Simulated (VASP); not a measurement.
Consider the following.

```
CELL_PARAMETERS angstrom
      1.11660    -1.93402     0.00000
      1.11660     1.93402     0.00000
      0.00000     0.00000     3.50901
ATOMIC_POSITIONS crystal
  Be 0.33333 0.66667 0.25000
  Be 0.66667 0.33333 0.75000
```

These are LDA (Ceperley-Alder, Perdew-Zunger), VASP's LDA PAW potentials (set 64) (plane waves; VASP) values and carry that method's errors. Run with 520 eV cut-off, Gaussian smearing of 0.050 eV, potentials Be.

Question: Predict the band gap (along the path) with the smallest direct gap where there is one.

Answer: 
```json
{
 "band gap (along the path)": "none (metal, semimetal or under 0.01 eV)"
}
```

The compound is Be in the hcp structure. It was relaxed first, which changed the volume by -7 %.
